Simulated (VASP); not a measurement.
These are PBEsol GGA, VASP's PBE PAW potentials (set 64) (plane waves; VASP) values and carry that method's errors.

A VASP calculation is set up with these files.

KPOINTS:
```
Regular mesh
0
Gamma
 7 7 7
0 0 0
```

INCAR:
```
ALGO = Normal
EDIFF = 1E-6
EDIFFG = -0.02
ENCUT = 530
GGA = PS
IBRION = 2
ISIF = 3
ISMEAR = 0
LASPH = .TRUE.
LCHARG = .FALSE.
LMAXMIX = 6
LREAL = .FALSE.
LWAVE = .FALSE.
NELM = 100
NSW = 60
PREC = Accurate
SIGMA = 0.05
SYSTEM = HfO2
```

**POSCAR**
```
HfO2
1
    0.0000000000     2.5104730945     2.5104730945
    2.5104730945     0.0000000000     2.5104730945
    2.5104730945     2.5104730945     0.0000000000
Hf O
1 2
Direct
  0.0000000000   0.0000000000   0.0000000000
  0.2500000000   0.2500000000   0.2500000000
  0.7500000000   0.7500000000   0.7500000000
```

POTCAR, in this order: Hf_pv O (PBE.64 set). Program: vasp_std.

The resulting files:

**OSZICAR**
```
       N       E                     dE             d eps       ncg     rms          rms(c)
DAV:   1     0.102554840556E+03    0.10255E+03   -0.13027E+04   600   0.147E+03
DAV:   2    -0.330623432491E+02   -0.13562E+03   -0.13335E+03   775   0.328E+02
DAV:   3    -0.368299310767E+02   -0.37676E+01   -0.37650E+01   796   0.534E+01
DAV:   4    -0.368492330334E+02   -0.19302E-01   -0.19301E-01   740   0.416E+00
DAV:   5    -0.368493922804E+02   -0.15925E-03   -0.15924E-03   775   0.341E-01    0.526E+01
DAV:   6    -0.318031937259E+02    0.50462E+01   -0.26599E+01   663   0.367E+01    0.454E+01
DAV:   7    -0.316812160822E+02    0.12198E+00   -0.70293E-01   740   0.802E+00    0.291E+01
DAV:   8    -0.316463139987E+02    0.34902E-01   -0.17827E-01   747   0.447E+00    0.518E+00
DAV:   9    -0.316374083822E+02    0.89056E-02   -0.32966E-02   726   0.169E+00    0.180E+00
DAV:  10    -0.316372073736E+02    0.20101E-03   -0.36715E-03   805   0.480E-01    0.277E-01
DAV:  11    -0.316371856140E+02    0.21760E-04   -0.22176E-04   733   0.127E-01    0.179E-01
DAV:  12    -0.316371869415E+02   -0.13275E-05   -0.21495E-05   769   0.372E-02    0.182E-02
DAV:  13    -0.316371871620E+02   -0.22046E-06   -0.16578E-06   608   0.106E-02
   1 F= -.31637187E+02 E0= -.31637187E+02  d E =-.316372E+02
```

File OUTCAR:
```
------------------------ aborting loop because EDIFF is reached ----------------------------------------
  FORCE on cell =-STRESS in cart. coord.  units (eV):
  Direction    XX          YY          ZZ          XY          YZ          ZX
  --------------------------------------------------------------------------------------
  Total       -0.0225486     -0.0225486     -0.0225486      0.0000000      0.0000000     -0.0000000
  in kB       -1.1416497     -1.1416497     -1.1416497      0.0000000      0.0000000     -0.0000000
  external PRESSURE =      -1.1416497 kB  Pullay stress =       0.0000000 kB
  volume of cell :       31.64
      direct lattice vectors                 reciprocal lattice vectors
     0.000000000  2.510473095  2.510473095    -0.199165648  0.199165648  0.199165648
     2.510473095  0.000000000  2.510473095     0.199165648 -0.199165648  0.199165648
     2.510473095  2.510473095  0.000000000     0.199165648  0.199165648 -0.199165648
 POSITION                                       TOTAL-FORCE (eV/Angst)
 -----------------------------------------------------------------------------------
      0.00000      0.00000      0.00000        -0.000000      0.000000     -0.000000
      1.25524      1.25524      1.25524        -0.000000      0.000000     -0.000000
      3.76571      3.76571      3.76571         0.000000     -0.000000      0.000000
 -----------------------------------------------------------------------------------
    total drift:                                0.000000      0.000000      0.000000
  FREE ENERGIE OF THE ION-ELECTRON SYSTEM (eV)
  ---------------------------------------------------
  free  energy   TOTEN  =       -31.6371871620 eV

  energy  without entropy=      -31.6371871620  energy(sigma->0) =      -31.63718716

 reached required accuracy - stopping structural energy minimisation
```
(Selected blocks of OUTCAR.)

The compound is HfO2 in the fluorite structure, the high-temperature cubic form, which is unstable at 0 K; the monoclinic form is the stable one. It was relaxed first. The start is the result of an earlier pass.
